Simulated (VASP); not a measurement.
An input for Quantum ESPRESSO's pw.x (written as the equivalent of a VASP run, and not itself run):

```
&CONTROL
  calculation = 'vc-relax'
  pseudo_dir = './pseudo'
  outdir = './out'
  tprnfor = .true.
  tstress = .true.
  nstep = 40
  forc_conv_thr = 0.00039
/
&SYSTEM
  ibrav = 0
  nat = 2
  ntyp = 2
  ecutwfc = 84
  occupations = 'smearing'
  smearing = 'gaussian'
  degauss = 0.003675
  input_dft = 'pbesol'
/
&ELECTRONS
  conv_thr = 7.3e-09
  electron_maxstep = 100
/
&IONS
/
&CELL
  press = 10
/
ATOMIC_SPECIES
  Ba 137.327 Ba.upf
  O 15.999 O.upf
CELL_PARAMETERS angstrom
    -0.0000000    2.7667512    2.7667512
     2.7667512    0.0000000    2.7667512
     2.7667512    2.7667512   -0.0000000
ATOMIC_POSITIONS crystal
  Ba   0.0000000  0.0000000  0.0000000
  O    0.5000000  0.5000000  0.5000000
K_POINTS automatic
  8 8 8 0 0 0
```

**Question.** Translate this input to VASP (INCAR, KPOINTS, POSCAR, choice of POTCAR).

**Answer.** One answer among several that fit: 
**INCAR**
```
SYSTEM = BaO
PREC = Accurate; ENCUT = 600; LREAL = .FALSE.
LASPH = .TRUE.
EDIFF = 1E-7; NELM = 100; ALGO = Normal
LMAXMIX = 4
ISMEAR = 0; SIGMA = 0.05
GGA = PS
IBRION = 2; NSW = 40; ISIF = 3
EDIFFG = -0.01; PSTRESS = 10
LWAVE = .FALSE.; LCHARG = .FALSE.
```

**POSCAR**
```
BaO
1.0
  0.0000000000   2.7667512338   2.7667512338
  2.7667512338   0.0000000000   2.7667512338
  2.7667512338   2.7667512338   0.0000000000
Ba O
1 1
Cart
  0.0000000000   0.0000000000   0.0000000000
  2.7667512338   2.7667512338   2.7667512338
```

### KPOINTS
```
Automatic mesh
0
G
  8 8 8
```

POTCAR, in this order: Ba_sv O (PBE.64 set). Program: vasp_std.

Limits of the translation: the potentials are each code's own (VASP's PAW set, PseudoDojo norm-conserving files in pw.x), so ENCUT and ecutwfc are chosen apart and not converted; conv_thr bounds pw.x's estimated SCF error, while EDIFF bounds the energy change between steps; forc_conv_thr acts on force components and is met together with etot_conv_thr.

The compound is BaO in the rock salt structure. This run relaxes it under an external pressure of 1 GPa. Symmetry was kept, so distortions that lower it aren't found.
